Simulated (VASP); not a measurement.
Here is the system:

```xyz
3
Lattice="2.0521 -3.5543 0.0000 2.0521 3.5543 0.0000 0.0000 0.0000 5.0225" Properties=species:S:1:pos:R:3 pbc="T T T"
Se     0.4880     0.8453     3.3483
Se     3.1281     0.0000     0.0000
Se     0.4880    -0.8453     1.6742
```

All values below come from PBE GGA with D3 dispersion (zero damping), VASP's PBE PAW potentials (set 64) (plane waves; VASP 6.6.1). Settings: 520 eV cut-off, 6×6×5 Γ-centred mesh, Gaussian smearing of 0.050 eV, potentials Se.

Problem. The ions and cell shape at fixed volume are relaxed. Which structure does the run end with?

Solution. 
```xyz
3
Lattice="2.0307 -3.5173 0.0000 2.0307 3.5173 0.0000 0.0000 0.0000 5.1289" Properties=species:S:1:pos:R:3 pbc="T T T"
Se     2.5335    -2.6463     3.4193
Se     3.0557     0.0000     0.0000
Se     2.5335     2.6463     1.7096
```
Space group P3_121 (152), at a tolerance of 0.03 Å.

Problem. How much energy does the relaxation gain?

Solution. The energy (σ→0) changes by -13.7 meV/atom, in 7 ionic steps.

```json
[
 {"step": "1", "E(σ→0) (eV)": "-11.0605", "max force (eV/Å)": "0.554", "pressure (GPa)": "4.21", "volume (Å³)": "73.27"},
 {"step": "2", "E(σ→0) (eV)": "-11.0958", "max force (eV/Å)": "0.173", "pressure (GPa)": "2.33", "volume (Å³)": "73.27"},
 {"step": "3", "E(σ→0) (eV)": "-11.1012", "max force (eV/Å)": "0.034", "pressure (GPa)": "1.22", "volume (Å³)": "73.27"},
 {"step": "4", "E(σ→0) (eV)": "-11.1012", "max force (eV/Å)": "0.020", "pressure (GPa)": "1.29", "volume (Å³)": "73.27"},
 {"step": "5", "E(σ→0) (eV)": "-11.1012", "max force (eV/Å)": "0.011", "pressure (GPa)": "1.34", "volume (Å³)": "73.27"},
 {"step": "6", "E(σ→0) (eV)": "-11.1015", "max force (eV/Å)": "0.004", "pressure (GPa)": "1.33", "volume (Å³)": "73.27"},
 {"step": "7", "E(σ→0) (eV)": "-11.1017", "max force (eV/Å)": "0.007", "pressure (GPa)": "1.30", "volume (Å³)": "73.27"}
]
```

The compound is Se in the trig structure. This cell is one point of a volume scan, at 0.94 of the reference volume. Symmetry was kept, so distortions that lower it aren't found.
